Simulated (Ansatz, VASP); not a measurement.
# Cross-check of AlPt3C between VASP and Ansatz

One calculation is typed for both programs; each brings its own data sets. How far apart do they land? The cell is taken from a series of runs on this material, whose earlier steps may have relaxed, scaled, displaced or heated it; both programs get it as it stands.

Calculated with Ansatz 0.2.0; plane waves, with VASP 6.6.1 beside it; single point at PBEsol.

## 1. The structure

It takes space group Cmmm (No. 65, orthorhombic). The conventional cell has a = 8.266 Å, b = 8.266 Å, c = 4.133 Å, α = 90.00°, β = 90.00°, γ = 90.00°. Nearest to Al lie 10 Pt at 2.75 to 2.94 Å. Pt has 2 C at 2.08 Å and 2 Al at 2.75 Å and 2 Pt at 2.77 Å nearest. Pt has 2 C at 2.03 Å and 4 Pt at 2.92 Å and 4 Al at 2.94 Å nearest. Nearest to Pt lie 2 C at 2.10 Å and 8 Pt at 2.77 to 2.92 Å and 4 Al at 2.91 Å. Nearest to Pt lie 2 C at 2.07 Å and 8 Pt at 2.92 to 2.93 Å and 4 Al at 2.92 Å. Nearest to C lie 6 Pt at 2.03 to 2.10 Å. Farther neighbours are not listed.

## 2. Ansatz: single point, PBEsol, pair 1

Ansatz runs on its PAW soft_1 files.

A single point gives forces, pressure and levels at one fixed geometry, so differences don't come from the geometry; what else differs is listed under the comparison.

input.yaml reads:

```yaml
crystal:
  lattice:
    - [-4.1327502067, 0.0, 0.0]
    - [0.0, -4.1327502067, -4.1327502067]
    - [0.0, -4.1327502067, 4.1327502067]
  atoms:
    - { symbol: Al, position: [1.0, 0.9971006263, 0.0028993737] }
    - { symbol: Al, position: [1.0, 0.5028993737, 0.4971006263] }
    - { symbol: Pt, position: [0.0, -0.0266166583, 0.4733833417] }
    - { symbol: Pt, position: [0.0, 0.5266166583, 0.0266166583] }
    - { symbol: Pt, position: [0.5, 0.25, 0.75] }
    - { symbol: Pt, position: [0.5, 0.75, 0.25] }
    - { symbol: Pt, position: [0.5, 0.25, 0.25] }
    - { symbol: Pt, position: [0.5, 0.75, 0.75] }
    - { symbol: C, position: [0.5, 0.004142074, 0.504142074] }
    - { symbol: C, position: [0.5, 0.495857926, -0.004142074] }
kpoints:
  mp_grid: { grid: [10, 6, 6] }
hamiltonian:
  xc: pbesol
  pseudopotentials: { kind: paw, azcp: { folder: soft_1 }, xc_functional: pbe }
scf:
  occupations: { method: methfessel_paxton, width: 0.2 }
output:
  forces: true
  stress: true
  eigenvalues: true
```

Command:

```sh
$ ansatz run input.yaml --threads 4 --pin off --max-ram 10240MiB --backend cpu --events-out ev --progress --plain --runs-dir out
```

Numbers of over 12 decimals in the logs are rounded to 6 here.

Output:

```text
Engine: ansatz 0.2.0, x86_64-unknown-linux-gnu
Pseudopotentials: kind: paw
Pseudopotential: Al, paw, valence charge 3, recommended cutoff 420 eV (normal), soft_1/Al.paw.azcp
Pseudopotential: Pt, paw, valence charge 18, recommended cutoff 420 eV (normal), soft_1/Pt.paw.azcp
Pseudopotential: C, paw, valence charge 4, recommended cutoff 420 eV (normal), soft_1/C.paw.azcp
Functional definition: PBEsol
  exchange = pbesol_x
  correlation = pbesol_c
Crystal: 10 atoms, lattice volume = 141.172 Å³
Basis set: ecut = 420 eV, 2729 PW (Γ), exchange–correlation on 60×80×80 points (8 copies of the dense FFT grid, shifted against one another)
Bands: 74, of which v1, the nominal top of the filled ones, is band 61 counted from 1 (60 counted from 0)
Symmetry: 8 space group operations
Space group: Cmmm (ITA 65), of the structure as read, at distance tolerance 5.2e-5 Å
k-points: 78 of 360
Non-local potential: Al, projectors of the file, l = 0: 2, l = 1: 2, l = 2: 1
Non-local potential: Pt, projectors of the file, l = 0: 3, l = 1: 2, l = 2: 2, l = 3: 1
Non-local potential: C, projectors of the file, l = 0: 2, l = 1: 2, l = 2: 1
PAW form: soft (Blöchl's): semilocal exchange-correlation on the pseudo side does not see the compensation charge
PAW frozen core: Al, regenerated for the run's functional, and the local potential with it (the file was generated under x = pbe(κ = 0.804, μ = 0.219515), c = pbe(β = 0.066725))
PAW frozen core: Pt, regenerated for the run's functional, and the local potential with it (the file was generated under x = pbe(κ = 0.804, μ = 0.219515), c = pbe(β = 0.066725))
PAW frozen core: C, regenerated for the run's functional, and the local potential with it (the file was generated under x = pbe(κ = 0.804, μ = 0.219515), c = pbe(β = 0.066725))
PAW one-centre angular grid: Al, 110 points (default); XC on 64 Gauss nodes
PAW one-centre angular grid: Pt, 590 points (default); XC on 64 Gauss nodes
PAW one-centre angular grid: C, 110 points (default); XC on 64 Gauss nodes
Initial density: superposition of atomic densities (chi_scale 0.1, normalization cell, long waves kept (reshape's long-wave potential 0.00 eV rms))
Initial wavefunctions: pseudopotential atomic-orbital guess
Functional: x = pbesol(κ = 0.804, μ = 0.123457), c = pbesol(β = 0.046)
SCF iter   1: F=—  HF=-75857.204283 eV  |F-HF|=—  |Δ(HF+E_count)|=         —  Δρ=1.01e-1  dr2=1.61e1  ethr=3.10e-3  ⟨swp⟩=5.0  Hψ=19201  notcnv=0
preconditioner: auto → Kerker (q_TF=auto, 2.663 Å⁻¹)  [metal: Δε(μ)=0.013 eV  Ē_g=7.976 eV  σ=0.200 eV  W_gap=0.05  n_scr=46 (ndim 8)  ℏωp=26.9 eV  f_vac=0.000  D(μ)=6.42/eV (n_scr^D=62)]
SCF iter   2: F=—  HF=-75854.169994 eV  |F-HF|=—  |Δ(HF+E_count)|=    3.03e0  S|Δr|=    0.00e0  Δρ=4.95e-2  dr2=3.93e0  ethr=3.10e-3  ⟨swp⟩=2.0  Hψ=9585  notcnv=0  defer=231
SCF iter   3: F=—  HF=-75853.175571 eV  |F-HF|=—  |Δ(HF+E_count)|=   9.94e-1  S|Δr|=    0.00e0  Δρ=7.58e-3  dr2=6.95e-2  ethr=3.10e-3  ⟨swp⟩=2.0  Hψ=9180  notcnv=0  defer=231
SCF iter   4: F=—  HF=-75853.159997 eV  |F-HF|=—  |Δ(HF+E_count)|=   1.56e-2  S|Δr|=    0.00e0  Δρ=1.35e-3  dr2=2.95e-3  ethr=5.69e-5  ⟨swp⟩=1.1  Hψ=6721  notcnv=0  defer=224
SCF iter   5: F=—  HF=-75853.159316 eV  |F-HF|=—  |Δ(HF+E_count)|=   6.81e-4  S|Δr|=    0.00e0  Δρ=3.83e-4  dr2=3.23e-4  ethr=2.42e-6  ⟨swp⟩=2.0  Hψ=7989  notcnv=0  defer=224
SCF iter   6: F=—  HF=-75853.159209 eV  |F-HF|=—  |Δ(HF+E_count)|=   1.07e-4  S|Δr|=    0.00e0  Δρ=8.79e-5  dr2=1.42e-5  ethr=2.65e-7  ⟨swp⟩=2.0  Hψ=7496  notcnv=0  defer=224
SCF iter   7: F=—  HF=-75853.159151 eV  |F-HF|=—  |Δ(HF+E_count)|=   5.82e-5  S|Δr|=    0.00e0  Δρ=2.00e-5  dr2=9.74e-7  ethr=1.16e-8  ⟨swp⟩=2.0  Hψ=8066  notcnv=0  defer=224
SCF iter   8: F=-75853.159150 eV  HF=-75853.159151 eV  |F-HF|=3.04e-8  |Δ(HF+E_count)|=   1.63e-7  S|Δr|=    0.00e0  Δρ=4.26e-6  dr2=4.67e-8  ethr=8.20e-11  ⟨swp⟩=9.8  Hψ=23063  notcnv=0
SCF 1 converged in 8 iterations: F = -75853.159150 eV  dr2 = 4.67e-8
  greatest PAW one-centre occupation: 1.000 electrons in one spin orbital (limit 2), on the Pt atom at site 4 (counted from 0), in its partial waves of l = 0
SCF converged after 8 iterations
Stability not checked: this state was not tested for a lower state beside it, because cold or Methfessel-Paxton smearing, or corrected tetrahedra, fill the levels in a way that the test cannot read (fill_not_monotonic; see scf.lower_state_search)
Free energy (F): -75853.159150 eV
Harris-Foulkes:  -75853.159151 eV  (|F-HF|=3.04e-8)
Internal energy: -75853.165425 eV  (E = F + TS)
E sigma→0 (E₀):  -75853.160719 eV
Entropy (-TS):   0.006274 eV (0.627 meV/atom)
Fermi energy:    18.280445 eV
--- Per-component energies (eV) ---
  E_band       = -1235.803326
  E_kinetic    = 3808.819001
  E_local      = -12583.243500  (includes V_loc(G=0)·N_el)
  E_nonlocal   = 1309.624513
  E_hartree    = 4986.402169
  E_xc         = -1555.209446
  E_vxc        = -1801.170297  (∫ρ·V_xc dr)
  E_paw        = -57181.227513  (= ΣΔE_a)
  E_vpaw       = -1942.644727  (= ΣTr[D̂ρ^β])
  E_aug_tail   = 0.006506  (compensation charges beyond the density's cutoff)
  E_ewald      = -14640.139822
  E_core_change = 1.802667  (= ΣΔE_core)
  E_smearing   = 0.006274  (= −TS)
  E_closure    = -0.000000  (closes the sum)
  Σ components = -75853.159150   (vs F -75853.159150, Δ=0.00e0)
--- Forces (eV/Å), atoms counted from 1 ---
  atom   1  Al     0.00000000     0.00000000     0.05993378
  atom   2  Al     0.00000000     0.00000000    -0.05993378
  atom   3  Pt     0.00000000     0.66075586     0.00000000
  atom   4  Pt     0.00000000    -0.66075586     0.00000000
  atom   5  Pt     0.00000000     0.00000000     0.00000000
  atom   6  Pt     0.00000000     0.00000000     0.00000000
  atom   7  Pt     0.00000000    -0.00000000     0.00000000
  atom   8  Pt     0.00000000     0.00000000     0.00000000
  atom   9  C      0.00000000     0.32900157     0.00000000
  atom  10  C      0.00000000    -0.32900157     0.00000000
  max |Σ_I F_I| component: 6.94e-18 eV/Å
--- Stress (GPa, compression-positive) ---
       -2.631327       0.000000       0.000000
        0.000000       1.789581       0.000000
        0.000000       0.000000       1.406933
  P = ⅓ Tr σ = 0.1884 GPa (1.884 kbar)
--- Band table (eV; the first three rows and the last of 78) ---
  k-point 0: bands = [... 57 lower, 17.2685, 17.3379, 17.3932, 17.8867, 17.9041, 19.5809, 19.6055, 19.6228, ... 9 higher]
  k-point 1: bands = [... 57 lower, 17.1653, 17.4679, 17.5299, 17.9036, 18.0591, 19.3004, 19.7656, 19.8097, ... 9 higher]
  k-point 2: bands = [... 57 lower, 17.0189, 17.8098, 17.9156, 17.9237, 18.2805, 19.1377, 19.4856, 20.4154, ... 9 higher]
  k-point 77: bands = [... 57 lower, 16.6462, 17.5793, 17.7735, 17.8147, 17.8308, 19.0790, 19.2349, 20.5406, ... 9 higher]
```

In the SCF lines HF is the Harris–Foulkes energy and dr2 the Hartree energy of the density residual, in eV; the loop may stop once dr2 is under the threshold and the program's other checks hold. Hψ counts applications of the Hamiltonian.

The run ends at a pressure of 0.19 GPa, with forces up to 0.66 eV/Å.

## 3. VASP: single point, PBEsol, pair 1

The same cell, functional, mesh and smearing now go to VASP, with its own data sets.

Lines of VASP's logs that name or quote its potential files are left out, and so is its time.

INCAR reads:

```
SYSTEM = AlPt3C
PREC = Accurate
ENCUT = 600
EDIFF = 1E-06
NELM = 120
ISMEAR = 1
SIGMA = 0.2
LREAL = .FALSE.
ALGO = Normal
GGA = PS
NBANDS = 47
LASPH = .TRUE.
LORBIT = 11
LWAVE = .FALSE.
LCHARG = .FALSE.
ISIF = 2
GGA_COMPAT = .FALSE.
KPAR = 2
```

POSCAR reads:

```
AlPt3C
1.0
   -4.1327502067      0.0000000000      0.0000000000
    0.0000000000     -4.1327502067     -4.1327502067
    0.0000000000     -4.1327502067      4.1327502067
Al Pt C
2 6 2
Direct
    0.0000000000      0.9971006263      0.0028993737
    0.0000000000      0.5028993737      0.4971006263
    0.0000000000      0.9733833417      0.4733833417
    0.0000000000      0.5266166583      0.0266166583
    0.5000000000      0.2500000000      0.7500000000
    0.5000000000      0.7500000000      0.2500000000
    0.5000000000      0.2500000000      0.2500000000
    0.5000000000      0.7500000000      0.7500000000
    0.5000000000      0.0041420740      0.5041420740
    0.5000000000      0.4958579260      0.9958579260
```

KPOINTS reads:

```
Automatic mesh
0
Gamma
10 6 6
0 0 0
```

PAW data sets: Al, Pt and C (PBE family, release 64).

Command:

```sh
$ mpirun -np 2 vasp_std
```

Output:

```text
[banner, memory and clock lines left out]
running    2 mpi-ranks, on    1 nodes
 distrk:  each k-point on    1 cores,    2 groups
 distr:  one band on    1 cores,    1 groups

 POSCAR found type information on POSCAR AlPtC
 POSCAR found :  3 types and      10 ions
|                                                                             |
|               ----> ADVICE to this user running VASP <----                  |
|                                                                             |
|     You enforced a specific xc type in the INCAR file but a different       |
|     [... a line on the potential file left out ...]
|     I HOPE YOU KNOW WHAT YOU ARE DOING!                                     |
|                                                                             |

 LDA part: xc-table for (Slater+PW92), standard interpolation
 POSCAR, INCAR and KPOINTS ok, starting setup
 FFT: planning ... GRIDC
 FFT: planning ... GRID_SOFT
 FFT: planning ... GRID
 WAVECAR not read
 entering main loop
       N       E                     dE             d eps       ncg     rms          rms(c)
DAV:   1     0.462136432467E+03    0.46214E+03   -0.39198E+04  7332   0.165E+03
DAV:   2    -0.430526896554E+02   -0.50519E+03   -0.47996E+03  7932   0.330E+02
DAV:   3    -0.718809653268E+02   -0.28828E+02   -0.27805E+02  9150   0.697E+01
DAV:   4    -0.725702896709E+02   -0.68932E+00   -0.68631E+00  8420   0.115E+01
DAV:   5    -0.725846053503E+02   -0.14316E-01   -0.14309E-01  8817   0.160E+00    0.439E+01
DAV:   6    -0.681206031257E+02    0.44640E+01   -0.24195E+01  8718   0.232E+01    0.198E+01
DAV:   7    -0.677913492130E+02    0.32925E+00   -0.28769E+00  8155   0.943E+00    0.116E+01
DAV:   8    -0.677430955466E+02    0.48254E-01   -0.13434E+00  8210   0.788E+00    0.348E+00
DAV:   9    -0.676470294474E+02    0.96066E-01   -0.42486E-01  8261   0.476E+00    0.490E-01
DAV:  10    -0.676451139844E+02    0.19155E-02   -0.35079E-02  8634   0.876E-01    0.271E-01
DAV:  11    -0.676446418052E+02    0.47218E-03   -0.29756E-03  8148   0.343E-01    0.135E-01
DAV:  12    -0.676445514558E+02    0.90349E-04   -0.74470E-04  8611   0.163E-01    0.590E-02
DAV:  13    -0.676445305548E+02    0.20901E-04   -0.11755E-04  8315   0.776E-02    0.143E-02
DAV:  14    -0.676445305694E+02   -0.14689E-07   -0.78341E-06  8604   0.140E-02
   1 F= -.67644531E+02 E0= -.67646771E+02  d E =0.672096E-02
```

Parts of OUTCAR (step 3):

```text
ion  position               nearest neighbor table
   1  0.000  0.997  0.003-   4 2.75   3 2.75   6 2.91   6 2.91   8 2.92   8 2.92   7 2.92   7 2.92
                             5 2.94   5 2.94   3 3.10   4 3.10
   2  0.000  0.503  0.497-   3 2.75   4 2.75   6 2.91   6 2.91   8 2.92   8 2.92   7 2.92   7 2.92
                             5 2.94   5 2.94   4 3.10   3 3.10
   3  0.000  0.973  0.473-   9 2.08   9 2.08   2 2.75   1 2.75   6 2.77   6 2.77   8 2.93   7 2.93
                             8 2.93   7 2.93   5 3.08   5 3.08   1 3.10   2 3.10
   4  0.000  0.527  0.027-  10 2.08  10 2.08   1 2.75   2 2.75   6 2.77   6 2.77   8 2.93   7 2.93
                             8 2.93   7 2.93   5 3.08   5 3.08   2 3.10   1 3.10
   5  0.500  0.250  0.750-   9 2.03  10 2.03   7 2.92   8 2.92   7 2.92   8 2.92   1 2.94   2 2.94
                             1 2.94   2 2.94   3 3.08   4 3.08   3 3.08   4 3.08
   6  0.500  0.750  0.250-   9 2.10  10 2.10   3 2.77   4 2.77   3 2.77   4 2.77   1 2.91   2 2.91
                             1 2.91   2 2.91   7 2.92   8 2.92   8 2.92   7 2.92
   7  0.500  0.250  0.250-   9 2.07  10 2.07   5 2.92   6 2.92   5 2.92   6 2.92   1 2.92   2 2.92
                             1 2.92   2 2.92   3 2.93   4 2.93   3 2.93   4 2.93
   8  0.500  0.750  0.750-   9 2.07  10 2.07   5 2.92   6 2.92   6 2.92   5 2.92   1 2.92   2 2.92
                             1 2.92   2 2.92   3 2.93   4 2.93   3 2.93   4 2.93
   9  0.500  0.004  0.504-   5 2.03   7 2.07   8 2.07   3 2.08   3 2.08   6 2.10
  10  0.500  0.496  0.996-   5 2.03   7 2.07   8 2.07   4 2.08   4 2.08   6 2.10

  LATTYP: Found a simple tetragonal cell.
 ALAT       =     5.8445913922
 C/A-ratio  =     0.7071067812

 Subroutine GETGRP returns: Found  8 space group operations
 (whereof  4 operations were pure point group operations)

The static configuration has the point symmetry C_2v.
 The point group associated with its full space group is D_2h.

 Found     78 irreducible k-points:

   k-points           NKPTS =     78   k-points in BZ     NKDIM =     78   number of bands    NBANDS=     47

   dimension x,y,z NGX =    36 NGY =   48 NGZ =   48
   dimension x,y,z NGXF=    72 NGYF=   96 NGZF=   96

   ENCUT  =  600.0 eV  44.10 Ry    6.64 a.u.   8.25 11.67 11.67*2*pi/ulx,y,z

   NELECT =      74.0000    total number of electrons

 k-points in reciprocal lattice and weights: Automatic mesh
   0.00000000  0.00000000  0.00000000       0.003
   0.10000000  0.00000000  0.00000000       0.006
   0.20000000  0.00000000  0.00000000       0.006
   0.30000000  0.00000000  0.00000000       0.006
   0.40000000  0.00000000  0.00000000       0.006
   0.50000000  0.00000000  0.00000000       0.003
   0.00000000  0.16666667  0.00000000       0.011
   0.10000000  0.16666667  0.00000000       0.022
   0.20000000  0.16666667  0.00000000       0.022
[...]
0.40000000  0.50000000  0.50000000       0.006
   0.50000000  0.50000000  0.50000000       0.003

 average (electrostatic) potential at core
       1 -71.3392       2 -71.3392       3 -64.2001       4 -64.2001       5 -64.1061
       6 -64.1754       7 -64.0335       8 -64.0335       9 -46.4317      10 -46.4317

 E-fermi :  10.2358

 k-point     1 :       0.0000    0.0000    0.0000
  band No.  band energies     occupation
    ...
     34       9.2408      2.00000
     35       9.2953      2.00000
     36       9.3501      2.00000
     37       9.8490      2.01967
     38       9.8664      2.02540
     39      11.5413     -0.00000
     40      11.5664     -0.00000
     41      11.5825     -0.00000
     42      11.8449     -0.00000
     43      12.4213     -0.00000
    ...

 k-point     2 :       0.1000    0.0000    0.0000
  band No.  band energies     occupation
    ...
     34       9.1717      2.00000
     35       9.3503      2.00000
     36       9.3560      2.00000
     37       9.8305      2.01468
     38       9.8476      2.01927
     39      11.2438     -0.00000
     40      11.3550     -0.00000
     41      11.6909     -0.00000
     42      11.7423     -0.00000
     43      13.1659     -0.00000
    ...

 k-point     3 :       0.2000    0.0000    0.0000
  band No.  band energies     occupation
    ...
     34       9.3208      2.00000
     35       9.3508      2.00000
     36       9.5149      2.00000
     37       9.7626      2.00413
     38       9.7771      2.00555
     39      10.9451     -0.00001
     40      11.1884     -0.00000
     41      12.1190     -0.00000
     42      12.2035     -0.00000
     43      13.0476     -0.00000
    ...

  Total       -2.1680529      1.7391444      1.4293179      0.0000000      0.0000000      0.0000000
  in kB      -24.6055455     19.7378011     16.2215348      0.0000000      0.0000000      0.0000000
  external PRESSURE =       3.7845968 kB  Pullay stress =       0.0000000 kB

  energy-cutoff  :      600.00
  volume of cell :      141.17
      direct lattice vectors                 reciprocal lattice vectors
    -4.132750207  0.000000000  0.000000000    -0.241969621  0.000000000  0.000000000
     0.000000000 -4.132750207 -4.132750207     0.000000000 -0.120984810 -0.120984810
     0.000000000 -4.132750207  4.132750207     0.000000000 -0.120984810  0.120984810

 POSITION                                       TOTAL-FORCE (eV/Angst)
 -----------------------------------------------------------------------------------
      0.00000     -4.13275     -4.10879         0.000000     -0.000000      0.057933
      0.00000     -4.13275     -0.02396         0.000000     -0.000000     -0.057933
      0.00000     -5.97913     -2.06638         0.000000      0.666406     -0.000000
      0.00000     -2.28638     -2.06638         0.000000     -0.666406     -0.000000
     -2.06638     -4.13275      2.06638         0.000000     -0.000000     -0.000000
     -2.06638     -4.13275     -2.06638         0.000000     -0.000000     -0.000000
     -2.06638     -2.06638      0.00000         0.000000     -0.000000     -0.000000
     -2.06638     -6.19913      0.00000         0.000000     -0.000000     -0.000000
     -2.06638     -2.10061      2.06638         0.000000      0.333745     -0.000000
     -2.06638     -6.16489      2.06638         0.000000     -0.333745     -0.000000
 -----------------------------------------------------------------------------------
    total drift:                               -0.000000     -0.000000      0.000000

  FREE ENERGIE OF THE ION-ELECTRON SYSTEM (eV)
  ---------------------------------------------------
  free  energy   TOTEN  =       -67.6445305694 eV

  energy  without entropy=      -67.6512515338  energy(sigma->0) =      -67.64677089

 total charge
# of ion       s       p       d       tot
------------------------------------------
    1        0.347   0.284   0.000   0.631
    2        0.347   0.284   0.000   0.631
    3        0.611   0.653   8.218   9.482
    4        0.611   0.653   8.218   9.482
    5        0.639   0.636   8.204   9.479
    6        0.606   0.687   8.232   9.526
    7        0.602   0.637   8.240   9.479
    8        0.602   0.637   8.240   9.479
    9        0.837   1.525   0.000   2.362
   10        0.837   1.525   0.000   2.362
--------------------------------------------------
tot          6.038   7.522  49.353  62.913

[... 3 further parts left out ...]
```

The run ends at a pressure of 0.38 GPa, with forces up to 0.67 eV/Å.

## 4. Comparison

Known differences besides the potentials themselves: the data sets hold 122 valence electrons in Ansatz (on its PAW soft_1 files) and 74 in VASP; the cutoff is 420 eV in Ansatz and 600 eV in VASP; Ansatz makes its cores anew for this functional, VASP keeps those of its PBE data sets. Total energies have different zeros and are not compared.

Both answers:

```tsv
quantity	Ansatz	VASP	difference
pressure (GPa)	0.19	0.38	-0.19
```

Forces (eV/Å; atoms numbered as in POSCAR):

```tsv
atom	Ansatz x, y, z	VASP x, y, z
Al1	0.000, 0.000, 0.060	0.000, 0.000, 0.058
Al2	0.000, 0.000, -0.060	0.000, 0.000, -0.058
Pt3	0.000, 0.661, 0.000	0.000, 0.666, 0.000
Pt4	0.000, -0.661, 0.000	0.000, -0.666, 0.000
Pt5	0.000, 0.000, 0.000	0.000, 0.000, 0.000
Pt6	0.000, 0.000, 0.000	0.000, 0.000, 0.000
Pt7	0.000, 0.000, 0.000	0.000, 0.000, 0.000
Pt8	0.000, 0.000, 0.000	0.000, 0.000, 0.000
C9	0.000, 0.329, 0.000	0.000, 0.334, 0.000
C10	0.000, -0.329, 0.000	0.000, -0.334, 0.000
```

The forces differ by 2.0 meV/Å r.m.s., which is 1.0 % of the r.m.s. force of 0.193 eV/Å (both taken over all components).

[end of part 1 of 2]

[Lines on the potential files, build, host, timing and source positions are cut from VASP's logs without a mark.]

[Logs are printed without paths, hosts, clocks, repeated set-up lines and the standing remarks that a program may print on its own settings, such as how far it seeks lower states.]

[Hosts, paths, dates, database ids (printed as entryN), source tags and the programs' standing remarks are cut or masked in the printed files.]
